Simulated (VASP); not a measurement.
Output of a VASP run:

OSZICAR:
```
       N       E                     dE             d eps       ncg     rms          rms(c)
DAV:   1     0.229699050319E+03    0.22970E+03   -0.14341E+04  2688   0.187E+03
DAV:   2    -0.163963941477E+02   -0.24610E+03   -0.24423E+03  2872   0.504E+02
DAV:   3    -0.244747900613E+02   -0.80784E+01   -0.79998E+01  3464   0.105E+02
DAV:   4    -0.245939963985E+02   -0.11921E+00   -0.11919E+00  3424   0.124E+01
DAV:   5    -0.245961535550E+02   -0.21572E-02   -0.21571E-02  3656   0.127E+00    0.168E+01
DAV:   6    -0.213412871848E+02    0.32549E+01   -0.18136E+01  2824   0.523E+01    0.200E+00
DAV:   7    -0.212912476655E+02    0.50040E-01   -0.17522E-01  2864   0.518E+00    0.117E+00
DAV:   8    -0.212613894403E+02    0.29858E-01   -0.26109E-02  3448   0.236E+00    0.132E-01
DAV:   9    -0.212613114478E+02    0.77993E-04   -0.21051E-03  3304   0.533E-01    0.795E-02
DAV:  10    -0.212613536320E+02   -0.42184E-04   -0.73033E-05  3968   0.720E-02    0.438E-02
DAV:  11    -0.212613276857E+02    0.25946E-04   -0.14035E-04  2864   0.152E-01    0.499E-03
DAV:  12    -0.212613282064E+02   -0.52076E-06   -0.19979E-06  1952   0.185E-02
   1 F= -.21261328E+02 E0= -.21261589E+02  d E =-.212613E+02
```

OUTCAR:
```
------------------------ aborting loop because EDIFF is reached ----------------------------------------
  FORCE on cell =-STRESS in cart. coord.  units (eV):
  Direction    XX          YY          ZZ          XY          YZ          ZX
  --------------------------------------------------------------------------------------
  Total       -0.0180222     -0.0180222     -0.0180222     -0.0000000      0.0000000      0.0000000
  in kB       -1.3310566     -1.3310566     -1.3310566     -0.0000000      0.0000000      0.0000000
  external PRESSURE =      -1.3310566 kB  Pullay stress =       0.0000000 kB
  volume of cell :       21.69
      direct lattice vectors                 reciprocal lattice vectors
     2.788948224  0.000000000  0.000000000     0.358558109  0.000000000  0.000000000
     0.000000000  2.788948224  0.000000000     0.000000000  0.358558109  0.000000000
     0.000000000  0.000000000  2.788948224     0.000000000  0.000000000  0.358558109
 POSITION                                       TOTAL-FORCE (eV/Angst)
 -----------------------------------------------------------------------------------
      0.00000      0.00000      0.00000        -0.000000     -0.000000     -0.000000
      1.39447      1.39447      1.39447         0.000000      0.000000      0.000000
 -----------------------------------------------------------------------------------
    total drift:                                0.000000      0.000000     -0.000000
  FREE ENERGIE OF THE ION-ELECTRON SYSTEM (eV)
  ---------------------------------------------------
  free  energy   TOTEN  =       -21.2613282064 eV

  energy  without entropy=      -21.2621111516  energy(sigma->0) =      -21.26158919

 reached required accuracy - stopping structural energy minimisation
```
(Selected blocks of OUTCAR.)

POSCAR:
```
Cr
1
    2.7889482241     0.0000000000     0.0000000000
    0.0000000000     2.7889482241     0.0000000000
   -0.0000000000     0.0000000000     2.7889482241
Cr
2
Direct
  0.0000000000   0.0000000000   0.0000000000
  0.5000000000   0.5000000000   0.5000000000
```

Problem. Write an INCAR and KPOINTS that could have produced this output.

Solution. Several could match; the one computed here: the input of the run itself, LDA (Ceperley-Alder, Perdew-Zunger), plane waves, VASP's LDA PAW potentials (set 64).

**KPOINTS**
```
Automatic mesh
0
Gamma
12 12 12
0 0 0
```

### INCAR
```
SYSTEM = Cr
PREC = Accurate
ENCUT = 520
EDIFF = 1E-6
NELM = 100
ALGO = Normal
LREAL = .FALSE.
LASPH = .TRUE.
ISMEAR = 1
SIGMA = 0.1
LMAXMIX = 4
LWAVE = .FALSE.
LCHARG = .FALSE.
IBRION = 2
ISIF = 3
NSW = 60
EDIFFG = -0.01
```

POTCAR, in this order: Cr_pv (LDA.64 set). Program: vasp_std.

The compound is Cr in the bcc, AFM order structure. It was relaxed first, which changed the volume by -9 %. The start is the result of an earlier pass. The run is not spin-polarised, so no magnetic state was tried.
